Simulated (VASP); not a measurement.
NaCl, 2 atoms in the cell. The structure is cubic, space group Fm-3m (No. 225). Conventional cell: a = 5.610 Å, b = 5.610 Å, c = 5.610 Å, α = 90.00°, β = 90.00°, γ = 90.00°. Na (site symmetry m-3m) has 6 Cl at 2.81 Å as nearest neighbours. Cl (site symmetry m-3m) is surrounded by 6 Na at 2.81 Å. 

```yaml
Program: VASP 6.6.1
Task: relaxation of cell and atoms
Functional: PBEsol
Potentials_or_basis: VASP PAW PBE potentials, release 64 (Na_pv, Cl)
Cutoff: 600 eV
k_mesh: 8 × 8 × 8
Occupations: gaussian, width 0.03 eV
Spin: no spin polarisation
Further_INCAR_settings: ALGO = Normal; EDIFF = 1e-07; IBRION = 2; EDIFFG = -0.005; NSW = 90; ISIF = 3
```

Potentials or basis: VASP PAW PBE potentials, release 64 (Na_pv, Cl).

Command:

```console
$ cat potpaw_PBE.64/Na_pv/POTCAR potpaw_PBE.64/Cl/POTCAR > POTCAR
$ mpirun -np 1 vasp_std > vasp.out
```

Hardware: 1 thread of Intel(R) Xeon(R) 6975P-C (Granite Rapids), with other jobs on the host.

Q: Estimate the wall time of this run.

A: Run time: 8 s on 1 thread of Intel(R) Xeon(R) 6975P-C (Granite Rapids), on a shared host, peak memory 0.17 GiB. Counts: scf iterations 19, k points 29, ion steps 2.
